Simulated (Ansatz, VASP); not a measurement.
# Al5Ga11O24 (amorphous (Al0.31Ga0.69)2O3) in two plane-wave programs

Wanted: the spread between two codes on one cell, functional and k mesh. The structure shown is the start of the Ansatz relaxation below; VASP solves that cell, so the two are compared at the walk's first step.

Calculated with Ansatz 0.2.0; plane waves, with VASP 6.6.1 beside it; single point at PBE.

**1. The starting structure**

The cell holds 80 atoms: 10 Al, 22 Ga and 48 O. Cell: a = 9.920 Å, b = 9.920 Å, c = 9.920 Å, α = 90.0°, β = 90.0°, γ = 90.0°. 80 atoms (10 Al, 22 Ga, 48 O) packed at random and pushed apart as soft spheres at 4.37 g/cm^3; MD (Langevin at fixed volume unless said) with the MACE-MP-0b2 small potential (Batatia et al., arXiv:2401.00096), steps of 2 fs: 0.7 ps at 3000 K, 3000 to 1800 K in 0.7 ps, 1800 to 300 K in 2 ps; then atoms relaxed.

**2. Ansatz: relaxation, PBE**

Ansatz runs on its default PAW (the set named soft_2) files.

The two programs are compared at the cell with which this relaxation starts, whose forces are those of its first step.

The input, input.yaml:

```yaml
crystal:
  lattice:
    - [9.92031, 0.0, 0.0]
    - [0.0, 9.92031, 0.0]
    - [0.0, 0.0, 9.92031]
  atoms:
    - { symbol: Al, position: [0.71031, 0.41387, 0.09694] }
    - { symbol: Al, position: [0.61892, 0.67987, 0.64132] }
    - { symbol: Al, position: [0.38829, 0.35972, 0.75895] }
    - { symbol: Al, position: [0.86892, 0.17424, 0.23999] }
    - { symbol: Al, position: [0.42654, 0.90005, 0.72861] }
    - { symbol: Al, position: [0.37793, 0.96096, 0.06151] }
    - { symbol: Al, position: [0.01362, 0.21877, 0.70389] }
    - { symbol: Al, position: [0.57723, 0.15008, 0.27475] }
    - { symbol: Al, position: [0.1982, 0.40475, 0.52022] }
    - { symbol: Al, position: [0.9137, 0.38901, 0.46208] }
    - { symbol: Ga, position: [0.42483, 0.59804, 0.98539] }
    - { symbol: Ga, position: [0.61782, 0.68564, 0.17155] }
    - { symbol: Ga, position: [0.97351, 0.96371, 0.45711] }
    - { symbol: Ga, position: [0.81384, 0.67877, 0.39232] }
    - { symbol: Ga, position: [0.08651, 0.43545, 0.21603] }
    - { symbol: Ga, position: [0.90072, 0.01373, 0.93441] }
    - { symbol: Ga, position: [0.55991, 0.15545, 0.94824] }
    - { symbol: Ga, position: [0.73628, 0.13461, 0.53588] }
    - { symbol: Ga, position: [0.20432, 0.69987, 0.18814] }
    - { symbol: Ga, position: [0.99884, 0.42419, 0.9073] }
    - { symbol: Ga, position: [0.08081, 0.69108, 0.4893] }
    - { symbol: Ga, position: [0.41385, 0.1387, 0.52296] }
    - { symbol: Ga, position: [0.4017, 0.67891, 0.43464] }
    - { symbol: Ga, position: [0.22174, 0.24116, 0.96262] }
    - { symbol: Ga, position: [0.08748, 0.99427, 0.14132] }
    - { symbol: Ga, position: [0.92583, 0.6816, 0.02963] }
    - { symbol: Ga, position: [0.62896, 0.85829, 0.93395] }
    - { symbol: Ga, position: [0.57768, 0.39173, 0.51746] }
    - { symbol: Ga, position: [0.56887, 0.90117, 0.44763] }
    - { symbol: Ga, position: [0.20665, 0.63203, 0.77986] }
    - { symbol: Ga, position: [0.71694, 0.39764, 0.79033] }
    - { symbol: Ga, position: [0.15829, 0.947, 0.72312] }
    - { symbol: O, position: [0.99739, 0.8667, 0.01087] }
    - { symbol: O, position: [0.55874, 0.33259, 0.69894] }
    - { symbol: O, position: [0.52087, 0.76268, 0.3115] }
    - { symbol: O, position: [0.73895, 0.07071, 0.3513] }
    - { symbol: O, position: [0.57006, 0.7892, 0.77335] }
    - { symbol: O, position: [0.03232, 0.61949, 0.18024] }
    - { symbol: O, position: [0.02226, 0.06604, 0.30994] }
    - { symbol: O, position: [0.28325, 0.56875, 0.09222] }
    - { symbol: O, position: [0.70593, 0.26473, 0.20022] }
    - { symbol: O, position: [0.23302, 0.08318, 0.04893] }
    - { symbol: O, position: [0.32994, 0.309, 0.59315] }
    - { symbol: O, position: [0.15208, 0.31259, 0.7997] }
    - { symbol: O, position: [0.24342, 0.87523, 0.15639] }
    - { symbol: O, position: [0.93591, 0.11893, 0.08199] }
    - { symbol: O, position: [0.95394, 0.80067, 0.36631] }
    - { symbol: O, position: [0.07059, 0.85754, 0.58681] }
    - { symbol: O, position: [0.04698, 0.60565, 0.87206] }
    - { symbol: O, position: [0.74807, 0.7666, 0.05369] }
    - { symbol: O, position: [0.7583, 0.32566, 0.52205] }
    - { symbol: O, position: [0.93938, 0.33531, 0.29487] }
    - { symbol: O, position: [0.88963, 0.31579, 0.79022] }
    - { symbol: O, position: [0.58326, 0.0501, 0.59921] }
    - { symbol: O, position: [0.36963, 0.53509, 0.81444] }
    - { symbol: O, position: [0.04703, 0.31655, 0.55551] }
    - { symbol: O, position: [0.04025, 0.06548, 0.80736] }
    - { symbol: O, position: [0.45578, 0.994, 0.88899] }
    - { symbol: O, position: [0.44489, 0.80772, 0.56668] }
    - { symbol: O, position: [0.56962, 0.52713, 0.07534] }
    - { symbol: O, position: [0.72175, 0.56434, 0.72203] }
    - { symbol: O, position: [0.71109, 0.78137, 0.51665] }
    - { symbol: O, position: [0.18917, 0.57037, 0.60194] }
    - { symbol: O, position: [0.93488, 0.56366, 0.48365] }
    - { symbol: O, position: [0.51378, 0.07881, 0.11912] }
    - { symbol: O, position: [0.31374, 0.03317, 0.65334] }
    - { symbol: O, position: [0.71987, 0.02132, 0.89764] }
    - { symbol: O, position: [0.90915, 0.09121, 0.58525] }
    - { symbol: O, position: [0.73367, 0.56884, 0.26916] }
    - { symbol: O, position: [0.66871, 0.30934, 0.949] }
    - { symbol: O, position: [0.47893, 0.78533, 0.03952] }
    - { symbol: O, position: [0.51927, 0.56457, 0.52735] }
    - { symbol: O, position: [0.8507, 0.49605, 0.01163] }
    - { symbol: O, position: [0.45585, 0.03083, 0.36752] }
    - { symbol: O, position: [0.23142, 0.70367, 0.37507] }
    - { symbol: O, position: [0.40004, 0.27106, 0.9131] }
    - { symbol: O, position: [0.10027, 0.35122, 0.05261] }
    - { symbol: O, position: [0.51039, 0.26878, 0.39966] }
    - { symbol: O, position: [0.26828, 0.81138, 0.79617] }
    - { symbol: O, position: [0.2108, 0.42601, 0.34852] }
kpoints:
  mp_grid: { grid: [1, 1, 1] }
hamiltonian:
  xc: pbe
scf:
  occupations: { method: fermi_dirac, width: 0.025 }
output:
  forces: true
relax:
  f_tol: 0.05
  max_steps: 150
  cell: {}
```

Started as:

```bash
> ansatz run input.yaml --threads 4 --pin off --max-ram 8192MiB --backend cpu --events-out ev --progress --plain --runs-dir out
```

Numbers of over 12 decimals in the logs are rounded to 6 here.

The program printed:

```text
Engine: ansatz 0.2.0, x86_64-unknown-linux-gnu
Pseudopotentials: kind: paw
Pseudopotential: Al, paw, valence charge 3, recommended cutoff 420 eV (normal), Al.paw.azcp
Pseudopotential: Ga, paw, valence charge 13, recommended cutoff 420 eV (normal), Ga.paw.azcp
Pseudopotential: O, paw, valence charge 6, recommended cutoff 420 eV (normal), O.paw.azcp
Functional definition: PBE
  parameter kappa = 0.804
  parameter beta = 0.066725
  exchange = pbe_x(kappa = kappa, mu = beta*pi^2/3)
  correlation = pbe_c(beta = beta)
Crystal: 80 atoms, lattice volume = 976.283 Å³
Basis set: ecut = 420 eV, 19093 PW (Γ), exchange–correlation on 144×144×144 points (8 copies of the dense FFT grid, shifted against one another)
Bands: 382, of which v1, the nominal top of the filled ones, is band 302 counted from 1 (301 counted from 0)
Symmetry: 1 space group operations
Space group: P1 (ITA 1), of the structure as read, at distance tolerance 9.9e-5 Å
k-points: 1
Non-local potential: Al, projectors of the file, l = 0: 2, l = 1: 2, l = 2: 1
Non-local potential: Ga, projectors of the file, l = 0: 2, l = 1: 2, l = 2: 3, l = 3: 1
Non-local potential: O, projectors of the file, l = 0: 2, l = 1: 2, l = 2: 1
PAW form: soft (Blöchl's): semilocal exchange-correlation on the pseudo side does not see the compensation charge
PAW one-centre angular grid: Al, 110 points (default); XC on 64 Gauss nodes
PAW one-centre angular grid: Ga, 590 points (default); XC on 64 Gauss nodes
PAW one-centre angular grid: O, 110 points (default); XC on 64 Gauss nodes
Initial density: superposition of atomic densities (neutral atoms: chi_scale 0, normalization atom), corrected by the library's trained network
Initial wavefunctions: pseudopotential atomic-orbital guess
Functional: x = pbe(κ = 0.804, μ = 0.219515), c = pbe(β = 0.066725)
SCF iter   1: F=—  HF=-115882.092580 eV  |F-HF|=—  |Δ(HF+E_count)|=         —  Δρ=2.75e-3  dr2=1.01e-1  ethr=1.77e-3  ⟨swp⟩=6.0  Hψ=1584  notcnv=0  defer=4
preconditioner: auto → Resta (q_TF=auto, 2.518 Å⁻¹)  ε∞=4.0  [insulator: Δε(μ)=2.179 eV  Ē_g=16.789 eV  σ=0.025 eV  W_gap=1.00  n_scr=250 (ndim 8)  ℏωp=29.2 eV  f_vac=0.111  D(μ)=0.00/eV (n_scr^D=0)  ε∞_Penn≈4.0]
SCF iter   2: F=—  HF=-115882.083820 eV  |F-HF|=—  |Δ(HF+E_count)|=   8.76e-3  Δρ=1.43e-3  dr2=2.44e-2  ethr=1.67e-5  ⟨swp⟩=2.0  Hψ=747  notcnv=0  defer=75
SCF iter   3: F=—  HF=-115882.083723 eV  |F-HF|=—  |Δ(HF+E_count)|=   9.69e-5  Δρ=6.03e-4  dr2=7.76e-3  ethr=4.04e-6  ⟨swp⟩=2.0  Hψ=453  notcnv=0  defer=75
SCF iter   4: F=—  HF=-115882.083070 eV  |F-HF|=—  |Δ(HF+E_count)|=   6.54e-4  Δρ=2.39e-4  dr2=6.42e-4  ethr=1.29e-6  ⟨swp⟩=2.0  Hψ=455  notcnv=0  defer=75
SCF iter   5: F=—  HF=-115882.083163 eV  |F-HF|=—  |Δ(HF+E_count)|=   9.31e-5  Δρ=1.59e-4  dr2=2.27e-4  ethr=1.06e-7  ⟨swp⟩=2.0  Hψ=585  notcnv=0  defer=75
SCF iter   6: F=—  HF=-115882.083187 eV  |F-HF|=—  |Δ(HF+E_count)|=   2.41e-5  Δρ=3.72e-5  dr2=1.64e-5  ethr=3.76e-8  ⟨swp⟩=2.0  Hψ=573  notcnv=0  defer=75
SCF iter   7: F=—  HF=-115882.084333 eV  |F-HF|=—  |Δ(HF+E_count)|=   1.15e-3  Δρ=2.58e-5  dr2=6.36e-6  ethr=2.72e-9  ⟨swp⟩=2.0  Hψ=681  notcnv=0  defer=75
SCF iter   8: F=—  HF=-115882.084335 eV  |F-HF|=—  |Δ(HF+E_count)|=   1.95e-6  Δρ=7.75e-6  dr2=7.46e-7  ethr=1.05e-9  ⟨swp⟩=2.0  Hψ=587  notcnv=0  defer=75
SCF iter   9: F=—  HF=-115882.084336 eV  |F-HF|=—  |Δ(HF+E_count)|=   6.39e-7  Δρ=4.19e-6  dr2=1.72e-7  ethr=1.23e-10  ⟨swp⟩=2.0  Hψ=587  notcnv=0  defer=75
SCF iter  10: F=-115882.084336 eV  HF=-115882.084336 eV  |F-HF|=7.63e-9  |Δ(HF+E_count)|=   5.02e-8  Δρ=2.32e-6  dr2=4.93e-8  ethr=1.66e-11  ⟨swp⟩=4.0  Hψ=1136  notcnv=0
SCF 1 converged in 10 iterations: F = -115882.084336 eV  dr2 = 4.93e-8
  greatest PAW one-centre occupation: 0.998 electrons in one spin orbital (limit 2), on the Ga atom at site 20 (counted from 0), in its partial waves of l = 2
relax step   1: F+E_penalty+E_count = -115882.08433580 eV  Δ(F+E_penalty+E_count) = +0.000e0 eV  max|allowed force component| = 1.765e-1 eV/Å  Δτ_max = 0.0000 Å  P = +1.971 GPa  Ω = 976.283 Å³  (10 SCF iters, dr2 threshold 1.00e-7 eV, accepted)
Crystal: 80 atoms, lattice volume = 988.481 Å³
Basis set: ecut = 420 eV, 19325 PW (Γ), exchange–correlation on 144×144×144 points (8 copies of the dense FFT grid, shifted against one another)
Initial density: handed on by an earlier stage of this run
Initial wavefunctions: those handed on with the density
iter 1 solved again at ethr=3.36e-5 eV; its pass at ethr=3.10e-3 eV (dr2=2.03e-1 eV) is discarded
SCF iter   1: F=—  HF=-115882.541200 eV  |F-HF|=—  |Δ(HF+E_count)|=         —  Δρ=7.40e-3  dr2=2.05e-1  ethr=3.36e-5  ⟨swp⟩=5.0  Hψ=1769  notcnv=0
preconditioner: auto → Resta (q_TF=auto, 2.513 Å⁻¹)  ε∞=4.0  [insulator: Δε(μ)=2.182 eV  Ē_g=16.708 eV  σ=0.025 eV  W_gap=1.00  n_scr=252 (ndim 8)  ℏωp=29.0 eV  f_vac=0.119  D(μ)=0.00/eV (n_scr^D=0)  ε∞_Penn≈4.0]
[...]
atom  52  O      0.00185081    -0.00006337     0.00091917
  atom  53  O      0.00057036     0.00038431     0.00142532
  atom  54  O      0.00056514    -0.00120475     0.00085556
  atom  55  O     -0.00014702     0.00068438    -0.00081653
  atom  56  O      0.00037812     0.00105818     0.00019042
  atom  57  O     -0.00155565    -0.00157671     0.00129743
  atom  58  O     -0.00111697    -0.00022746     0.00101123
  atom  59  O     -0.00103855    -0.00077087     0.00014084
  atom  60  O     -0.00038080    -0.00112675    -0.00099893
  atom  61  O     -0.00022531     0.00180159     0.00026993
  atom  62  O     -0.00108154     0.00108320     0.00034420
  atom  63  O     -0.00146609     0.00087746     0.00066928
  atom  64  O      0.00222888     0.00043638    -0.00026771
  atom  65  O     -0.00151871    -0.00069741    -0.00325883
  atom  66  O     -0.00070814     0.00017895     0.00143758
  atom  67  O     -0.00020622    -0.00071677     0.00068664
  atom  68  O     -0.00008834    -0.00215866    -0.00116076
  atom  69  O      0.00161548    -0.00009343     0.00024450
  atom  70  O      0.00008040     0.00047508    -0.00111320
  atom  71  O     -0.00038667     0.00112887    -0.00022118
  atom  72  O      0.00064213     0.00149437     0.00085900
  atom  73  O     -0.00063513     0.00103017     0.00100702
  atom  74  O     -0.00065474    -0.00216507     0.00068767
  atom  75  O      0.00252317     0.00092488     0.00098967
  atom  76  O     -0.00091967    -0.00035827     0.00043810
  atom  77  O      0.00068799     0.00092698     0.00111943
  atom  78  O     -0.00035669     0.00227778    -0.00088873
  atom  79  O     -0.00081504     0.00049883     0.00060929
  atom  80  O     -0.00347624     0.00093197    -0.00119524
  max |Σ_I F_I| component: 1.86e-5 eV/Å
--- Stress (GPa, compression-positive) ---
        0.000961      -0.001629       0.006605
       -0.001632      -0.001509      -0.002285
        0.006597      -0.002294       0.007459
  P = ⅓ Tr σ = 0.0023 GPa (0.023 kbar)
--- Relaxed structure (8 steps of the walk, 8 accepted, 3 SCFs on fresh bases) ---
  F+E_penalty+E_count = -115882.91405679 eV   max|allowed force component| = 4.428e-3 eV/Å   (the final SCF, on the basis selected at the relaxed cell)
  cell:  # Å, volume = 1003.9525 Å³
    - [10.016175, 0.046746, 0.220852]
    - [0.046746, 9.848415, -0.041456]
    - [0.220852, -0.041456, 10.182869]
  atoms:
    - { symbol: Al, position: [0.703772, 0.401428, 0.076669] }
    - { symbol: Al, position: [0.619936, 0.686183, 0.636419] }
    - { symbol: Al, position: [0.399639, 0.366220, 0.755923] }
    - { symbol: Al, position: [0.864763, 0.176719, 0.234569] }
    - { symbol: Al, position: [0.425513, 0.900069, 0.734726] }
    - { symbol: Al, position: [0.373277, 0.957605, 0.062202] }
    - { symbol: Al, position: [0.00134773, 0.212668, 0.702609] }
    - { symbol: Al, position: [0.571805, 0.154299, 0.272140] }
    - { symbol: Al, position: [0.197585, 0.404102, 0.528223] }
    - { symbol: Al, position: [0.928108, 0.387047, 0.457387] }
    - { symbol: Ga, position: [0.422839, 0.593676, 1.002019] }
    - { symbol: Ga, position: [0.626787, 0.682904, 0.178647] }
    - { symbol: Ga, position: [0.988398, 0.968086, 0.453789] }
    - { symbol: Ga, position: [0.825396, 0.683666, 0.397484] }
    - { symbol: Ga, position: [0.092558, 0.431613, 0.213860] }
    - { symbol: Ga, position: [0.896211, 0.00674816, 0.939584] }
    - { symbol: Ga, position: [0.552591, 0.150537, 0.947701] }
    - { symbol: Ga, position: [0.740239, 0.138236, 0.523037] }
    - { symbol: Ga, position: [0.200520, 0.700548, 0.201584] }
    - { symbol: Ga, position: [0.997614, 0.413120, 0.908695] }
    - { symbol: Ga, position: [0.087677, 0.689757, 0.495729] }
    - { symbol: Ga, position: [0.420558, 0.145870, 0.530671] }
    - { symbol: Ga, position: [0.409437, 0.690373, 0.435627] }
    - { symbol: Ga, position: [0.218526, 0.234193, 0.951069] }
    - { symbol: Ga, position: [0.082659, 0.992115, 0.134537] }
    - { symbol: Ga, position: [0.928881, 0.674188, 0.034440] }
    - { symbol: Ga, position: [0.626006, 0.847384, 0.932966] }
    - { symbol: Ga, position: [0.589944, 0.400336, 0.506163] }
    - { symbol: Ga, position: [0.573602, 0.908825, 0.448655] }
    - { symbol: Ga, position: [0.206412, 0.630735, 0.786837] }
    - { symbol: Ga, position: [0.714563, 0.399205, 0.775839] }
    - { symbol: Ga, position: [0.160719, 0.948460, 0.720284] }
    - { symbol: O, position: [0.993052, 0.861931, 0.015731] }
    - { symbol: O, position: [0.563528, 0.340113, 0.685066] }
    - { symbol: O, position: [0.524738, 0.774561, 0.310845] }
    - { symbol: O, position: [0.733536, 0.077400, 0.343458] }
    - { symbol: O, position: [0.566402, 0.787942, 0.773531] }
    - { symbol: O, position: [0.032047, 0.617788, 0.181529] }
    - { symbol: O, position: [0.014750, 0.065007, 0.300066] }
    - { symbol: O, position: [0.287514, 0.561211, 0.117215] }
    - { symbol: O, position: [0.703220, 0.263075, 0.186902] }
    - { symbol: O, position: [0.225900, 0.071024, 0.030456] }
    - { symbol: O, position: [0.329760, 0.315254, 0.601338] }
    - { symbol: O, position: [0.131964, 0.301418, 0.803505] }
    - { symbol: O, position: [0.237709, 0.876795, 0.163431] }
    - { symbol: O, position: [0.934377, 0.119976, 0.077653] }
    - { symbol: O, position: [0.969222, 0.799352, 0.374585] }
    - { symbol: O, position: [0.087469, 0.866600, 0.577731] }
    - { symbol: O, position: [0.047224, 0.599419, 0.880858] }
    - { symbol: O, position: [0.746238, 0.756135, 0.046312] }
    - { symbol: O, position: [0.766228, 0.329581, 0.512473] }
    - { symbol: O, position: [0.940438, 0.333437, 0.291680] }
    - { symbol: O, position: [0.880839, 0.317389, 0.787347] }
    - { symbol: O, position: [0.587427, 0.059100, 0.593127] }
    - { symbol: O, position: [0.366256, 0.534956, 0.830372] }
    - { symbol: O, position: [0.048445, 0.310232, 0.558770] }
[...]
- { symbol: O, position: [0.851397, 0.486130, 0.015975] }
    - { symbol: O, position: [0.456535, 0.037252, 0.374627] }
    - { symbol: O, position: [0.239902, 0.703222, 0.381226] }
    - { symbol: O, position: [0.395175, 0.264308, 0.897156] }
    - { symbol: O, position: [0.107288, 0.351462, 0.050528] }
    - { symbol: O, position: [0.512474, 0.277804, 0.399860] }
    - { symbol: O, position: [0.264411, 0.811851, 0.795238] }
    - { symbol: O, position: [0.191886, 0.427217, 0.360359] }
```

[end of part 1 of 2]

[Lines on the potential files, build, host, timing and source positions are cut from VASP's logs without a mark.]

[Logs are printed without paths, hosts, clocks, repeated set-up lines and the standing remarks that a program may print on its own settings, such as how far it seeks lower states.]

[Hosts, paths, dates, database ids (printed as entryN), source tags and the programs' standing remarks are cut or masked in the printed files.]
